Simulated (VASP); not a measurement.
Here is the system:

```
BaHfO3
1.0
    4.20145     0.00000     0.00000
    0.00000     4.20145     0.00000
    0.00000     0.00000     4.20145
Ba Hf O
1 1 3
Direct
  0.00000   0.00000   0.00000
  0.50000   0.50000   0.50000
  0.50000   0.00000   0.50000
  0.00000   0.50000   0.50000
  0.50000   0.50000   0.00000
```

Computed with PBE GGA, VASP's PBE PAW potentials (set 64) (plane waves; VASP). Numerical set-up: 520 eV cut-off, 6×6×6 Γ-centred mesh, tetrahedra with Blöchl corrections, potentials Ba_sv Hf_pv O.

The cores are frozen, which limits the accuracy of field gradients.

Problem. Give the principal components of the electric field gradient (V/Å²) and the asymmetry η at each nucleus.

Solution. 
| atom | Vxx | Vyy | Vzz | η |
|---|---|---|---|---|
| Ba1 | 0.0 | 0.0 | 0.0 | - |
| Hf2 | 0.0 | 0.0 | 0.0 | - |
| O3 | 1.6 | 1.6 | -3.1 | 0.00 |
| O4 | 1.6 | 1.6 | -3.1 | 0.00 |
| O5 | 1.6 | 1.6 | -3.1 | 0.00 |

The compound is BaHfO3 in the cubic perovskite structure. It was relaxed first.
